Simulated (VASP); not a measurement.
Input:

```
TiC
1.0
    0.00000     2.13243     2.13243
    2.13243     0.00000     2.13243
    2.13243     2.13243     0.00000
Ti C
1 1
Cartesian
  0.00000   0.00000   0.00000
  2.13243   2.13243   2.13243
```

These are revPBE GGA, VASP's PBE PAW potentials (set 64) (plane waves; VASP 6.6.1) values and carry that method's errors. Settings: 520 eV cut-off, 14×14×14 Γ-centred mesh, first-order Methfessel-Paxton smearing of 0.10 eV, potentials Ti_sv C.

**Question.** What does the run give for the energy per atom (σ→0), pressure, band gap (on the k-mesh) with the smallest direct gap where there is one?

**Answer.** 
```
Item                                                         Value
------------------------  ----------------------------------------
band gap (on the k-mesh)  none (metal, semimetal or under 0.01 eV)
energy per atom (σ→0)                               -8.953 eV/atom
pressure                                                167.6 kbar
```

The absolute energy has meaning only against runs of the same code, potentials and settings.

The compound is TiC in the rock salt structure. This cell is one point of a volume scan, at 0.94 of the reference volume.
